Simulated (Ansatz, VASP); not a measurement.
## Cross-check of Si2As4W (WSi2As4 monolayer) between VASP and Ansatz

Wanted: the spread between two codes on one cell, functional and k mesh. The cell is taken from a series of runs on this material, whose earlier steps may have relaxed, scaled, displaced or heated it; both programs get it as it stands.

Program: Ansatz 0.2.0. Level of theory: plane waves, with VASP 6.6.1 beside it; single point at PBE with D3(BJ). Results are calculated unless marked as measured.

## 1. Set-up

The cell holds 7 atoms: 4 As, 2 Si and 1 W. Its edges and angles: a = 3.564 Å, b = 3.564 Å, c = 27.947 Å, α = 90.0°, β = 90.0°, γ = 120.0°. Vacuum lies along c.

## 2. VASP: single point, PBE with D3(BJ)

With cell and atoms fixed, the geometry can't cause a difference; cores, projectors, grids and the points listed under the comparison can.

Lines of VASP's logs that name or quote its potential files are left out, and so is its time.

Contents of INCAR:

```
SYSTEM = Si2As4W
PREC = Accurate
ENCUT = 520
EDIFF = 1E-06
NELM = 120
ISMEAR = -1
SIGMA = 0.02585
LREAL = .FALSE.
ALGO = Normal
GGA = PE
IVDW = 12
NBANDS = 24
LASPH = .TRUE.
LORBIT = 11
LWAVE = .FALSE.
LCHARG = .FALSE.
ISIF = 2
LDIPOL = .TRUE.
IDIPOL = 3
DIPOL = 0.5 0.5 0.5
LVHAR = .TRUE.
GGA_COMPAT = .FALSE.
EFERMI = MIDGAP
NELMDL = -8
KPAR = 2
```

Contents of POSCAR:

```
Si2As4W
1.0
    3.5636508627      0.0000000000      0.0000000000
   -1.7818254314      3.0862121773      0.0000000000
    0.0000000000      0.0000000000     27.9467149639
As Si W
4 2 1
Direct
    0.0000000000      0.0000000000      0.3220414282
    0.3333333333      0.6666666667      0.4462376928
    0.3333333333      0.6666666667      0.5537623072
    0.0000000000      0.0000000000      0.6779585718
    0.3333333333      0.6666666667      0.3623870301
    0.3333333333      0.6666666667      0.6376129699
    0.0000000000      0.0000000000      0.5000000000
```

Contents of KPOINTS:

```
Automatic mesh
0
Gamma
18 18 1
0 0 0
```

PAW data sets: As, Si and W (PBE family, release 64).

Launch:

```console
$ mpirun -np 2 vasp_std
```

Numbers of over 12 decimals in the logs are rounded to 6 here.

Output:

```text
[banner, memory and clock lines left out]
running    2 mpi-ranks, on    1 nodes
 distrk:  each k-point on    1 cores,    2 groups
 distr:  one band on    1 cores,    1 groups

 POSCAR found type information on POSCAR AsSiW
 POSCAR found :  3 types and       7 ions
 LDA part: xc-table for (Slater+PW92), standard interpolation
 POSCAR, INCAR and KPOINTS ok, starting setup
 FFT: planning ... GRIDC
 FFT: planning ... GRID_SOFT
 FFT: planning ... GRID
 WAVECAR not read
 entering main loop
       N       E                     dE             d eps       ncg     rms          rms(c)
DAV:   1     0.196984899034E+03    0.19698E+03   -0.11933E+04  1776   0.108E+03
DAV:   2    -0.233971418506E+02   -0.22038E+03   -0.21254E+03  2624   0.194E+02
DAV:   3    -0.434257625377E+02   -0.20029E+02   -0.19775E+02  2304   0.631E+01
DAV:   4    -0.440594968838E+02   -0.63373E+00   -0.63113E+00  2584   0.130E+01
DAV:   5    -0.440776187674E+02   -0.18122E-01   -0.18116E-01  2472   0.202E+00
DAV:   6    -0.440781799173E+02   -0.56115E-03   -0.56111E-03  2712   0.350E-01
DAV:   7    -0.440781951124E+02   -0.15195E-04   -0.15195E-04  2568   0.483E-02
DAV:   8    -0.440781957505E+02   -0.63803E-06   -0.63804E-06  2160   0.808E-03    0.203E+01
DAV:   9    -0.430706277112E+02    0.10076E+01   -0.45188E+00  2664   0.893E+00    0.757E+00
DAV:  10    -0.428957625406E+02    0.17487E+00   -0.23313E+00  2568   0.867E+00    0.525E+00
DAV:  11    -0.427491530541E+02    0.14661E+00   -0.58929E-01  2472   0.448E+00    0.384E-01
DAV:  12    -0.427528071320E+02   -0.36541E-02   -0.65886E-02  2216   0.134E+00    0.250E-01
DAV:  13    -0.427523540375E+02    0.45309E-03   -0.30376E-03  2800   0.300E-01    0.177E-01
DAV:  14    -0.427521063921E+02    0.24765E-03   -0.15629E-03  2280   0.200E-01    0.543E-02
[...]
DAV:  20    -0.427523638103E+02   -0.15331E-04   -0.19161E-06  2064   0.494E-03    0.217E-03
DAV:  21    -0.427523814518E+02   -0.17642E-04   -0.64376E-07  1592   0.310E-03    0.209E-03
DAV:  22    -0.427523932368E+02   -0.11785E-04   -0.73712E-07  1704   0.252E-03    0.109E-03
DAV:  23    -0.427523976904E+02   -0.44536E-05   -0.12042E-07  1552   0.135E-03    0.567E-04
DAV:  24    -0.427524020155E+02   -0.43250E-05   -0.36224E-07  1512   0.153E-03    0.760E-04
DAV:  25    -0.427524030207E+02   -0.10052E-05   -0.26491E-08  1328   0.594E-04    0.376E-04
DAV:  26    -0.427524070392E+02   -0.40185E-05   -0.19172E-07  1528   0.120E-03    0.631E-04
DAV:  27    -0.427524071483E+02   -0.10911E-06   -0.20260E-08  1240   0.624E-04
   1 F= -.45290896E+02 E0= -.45290896E+02  d E =-.378970E-08
```

Parts of OUTCAR (step 2):

```text
ion  position               nearest neighbor table
   1  0.000  0.000  0.322-   5 2.35   5 2.35   5 2.35
   2  0.333  0.667  0.446-   5 2.34   7 2.55   7 2.55   7 2.55
   3  0.333  0.667  0.554-   6 2.34   7 2.55   7 2.55   7 2.55
   4  0.000  0.000  0.678-   6 2.35   6 2.35   6 2.35
   5  0.333  0.667  0.362-   2 2.34   1 2.35   1 2.35   1 2.35
   6  0.333  0.667  0.638-   3 2.34   4 2.35   4 2.35   4 2.35
   7  0.000  0.000  0.500-   2 2.55   3 2.55   2 2.55   3 2.55   2 2.55   3 2.55

  LATTYP: Found a hexagonal cell.
 ALAT       =     3.5636508627
 C/A-ratio  =     7.8421585168

 Subroutine GETGRP returns: Found 12 space group operations
 (whereof 12 operations were pure point group operations)

The static configuration has the point symmetry D_3h.

 Found     37 irreducible k-points:

   k-points           NKPTS =     37   k-points in BZ     NKDIM =     37   number of bands    NBANDS=     24

   dimension x,y,z NGX =    28 NGY =   28 NGZ =  210
   dimension x,y,z NGXF=    56 NGYF=   56 NGZF=  420

   ENCUT  =  520.0 eV  38.22 Ry    6.18 a.u.   6.63  6.63 51.96*2*pi/ulx,y,z

   NELECT =      34.0000    total number of electrons

 k-points in reciprocal lattice and weights: Automatic mesh
   0.00000000  0.00000000  0.00000000       0.003
   0.05555556  0.00000000  0.00000000       0.019
   0.11111111  0.00000000  0.00000000       0.019
   0.16666667  0.00000000  0.00000000       0.019
   0.22222222  0.00000000  0.00000000       0.019
   0.27777778  0.00000000  0.00000000       0.019
   0.33333333  0.00000000  0.00000000       0.019
   0.38888889  0.00000000  0.00000000       0.019
   0.44444444  0.00000000  0.00000000       0.019
[...]
0.33333333  0.27777778  0.00000000       0.037
   0.33333333  0.33333333  0.00000000       0.006

 dipolmoment           0.000000      0.000000     -0.000000 electrons x Angstroem

 average (electrostatic) potential at core
       1 -54.4816       2 -54.4369       3 -54.4369       4 -54.4816       5 -89.9637
       6 -89.9637       7 -45.6365

 E-fermi :   0.2841

 k-point     1 :       0.0000    0.0000    0.0000
  band No.  band energies     occupation
    ...
     13      -0.6673      2.00000
     14      -0.6673      2.00000
     15      -0.5935      2.00000
     16      -0.5935      2.00000
     17      -0.3690      2.00000
     18       2.6565      0.00000
     19       2.6919      0.00000
     20       2.7023      0.00000
     21       2.7023      0.00000
     22       2.9075      0.00000
    ...

 k-point     2 :       0.0556    0.0000    0.0000
  band No.  band energies     occupation
    ...
     13      -1.0887      2.00000
     14      -0.8520      2.00000
     15      -0.7637      2.00000
     16      -0.6823      2.00000
     17      -0.3457      2.00000
     18       2.5264      0.00000
     19       2.6205      0.00000
     20       2.7940      0.00000
     21       2.9472      0.00000
     22       3.0219      0.00000
    ...

 k-point     3 :       0.1111    0.0000    0.0000
  band No.  band energies     occupation
    ...
     13      -1.5020      2.00000
     14      -1.0308      2.00000
     15      -1.0087      2.00000
     16      -0.9085      2.00000
     17      -0.3874      2.00000
     18       2.1994      0.00000
     19       2.2250      0.00000
     20       2.9659      0.00000
     21       3.0189      0.00000
     22       3.2136      0.00000
    ...

 Edisp (eV)   -2.53849

  Total       0.00697     0.00697     0.12970    -0.00000    -0.00000     0.00000
  in kB       0.03635     0.03635     0.67606    -0.00000    -0.00000     0.00000
  external pressure =        0.25 kB  Pullay stress =        0.00 kB

  energy-cutoff  :      520.00
  volume of cell :      307.36
      direct lattice vectors                 reciprocal lattice vectors
     3.563650863  0.000000000  0.000000000     0.280611103  0.162010896  0.000000000
    -1.781825431  3.086212177  0.000000000     0.000000000  0.324021792  0.000000000
     0.000000000  0.000000000 27.946714964     0.000000000  0.000000000  0.035782381

 POSITION                                       TOTAL-FORCE (eV/Angst)
 -----------------------------------------------------------------------------------
      0.00000      0.00000      9.00000        -0.000000      0.000000     -0.056340
     -0.00000      2.05747     12.47088        -0.000000      0.000000      0.071954
     -0.00000      2.05747     15.47584        -0.000000      0.000000     -0.071954
      0.00000      0.00000     18.94671        -0.000000      0.000000      0.056340
     -0.00000      2.05747     10.12753         0.000000      0.000000      0.024778
     -0.00000      2.05747     17.81919         0.000000      0.000000     -0.024778
      0.00000      0.00000     13.97336         0.000000     -0.000000     -0.000000
 -----------------------------------------------------------------------------------
    total drift:                                0.000000     -0.000000     -0.000000

  FREE ENERGIE OF THE ION-ELECTRON SYSTEM (eV)
  ---------------------------------------------------
  free  energy   TOTEN  =       -45.2908959564 eV

  energy  without entropy=      -45.2908959527  energy(sigma->0) =      -45.29089595

 vacuum level on the upper side and lower side of the slab         4.696         4.696

 total charge
# of ion       s       p       d       tot
------------------------------------------
    1        1.258   1.541   0.049   2.848
    2        1.199   1.597   0.070   2.865
    3        1.199   1.597   0.070   2.865
    4        1.258   1.541   0.049   2.848
    5        0.759   0.879   0.000   1.639
    6        0.759   0.879   0.000   1.639
    7        0.530   0.553   4.192   5.275
--------------------------------------------------
tot          6.964   8.587   4.429  19.979

[... 3 further parts left out ...]
```

The gap is read on the k-mesh alone, so it is an upper bound where the band edges lie off the mesh. The data set W keeps the semicore shell frozen, which is cheaper and a little less accurate.

[end of part 1 of 2]

[Lines on the potential files, build, host, timing and source positions are cut from VASP's logs without a mark.]

[Logs are printed without paths, hosts, clocks, repeated set-up lines and the standing remarks that a program may print on its own settings, such as how far it seeks lower states.]

[Hosts, paths, dates, database ids (printed as entryN), source tags and the programs' standing remarks are cut or masked in the printed files.]
